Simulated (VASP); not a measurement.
A run of VASP 6.6.1 is set up as follows.

File INCAR:

```
SYSTEM = BiAs
PREC = Accurate ; ENCUT = 520
EDIFF = 1E-7 ; ISMEAR = 0
SIGMA = 0.05 ; LREAL = .FALSE.
LASPH = .TRUE. ; NELM = 100
ALGO = Normal ; ISIF = 2
LWAVE = .FALSE. ; LCHARG = .FALSE.
GGA = PE ; NBANDS = 17
```

KPOINTS

```
regular mesh
0
G
  6 6 6
  0 0 0
```

The input POSCAR:

```
BiAs
1.0
    0.0000000000      3.0300000000      3.0300000000
    3.0300000000      0.0000000000      3.0300000000
    3.0300000000      3.0300000000      0.0000000000
Bi As
1 1
Direct
    0.0000000000      0.0000000000      0.0000000000
    0.5000000000      0.5000000000      0.5000000000
```

Potentials or basis: VASP PAW PBE potentials, release 64 (Bi_d, As).

Launch:

```sh
$ cat potpaw_PBE.64/Bi_d/POTCAR potpaw_PBE.64/As/POTCAR > POTCAR
$ mpirun -np 1 vasp_std > vasp.out
```

Q: Predict the pressure.

A: -0.7 GPa.

Q: Estimate the band gap on the k mesh.

A: 0.06 eV, indirect (least direct gap 0.14 eV).

Caveat: spin-orbit coupling is left out, which as a rule narrows the gap of such compounds by several tenths of an eV. A k mesh can miss the band edges.
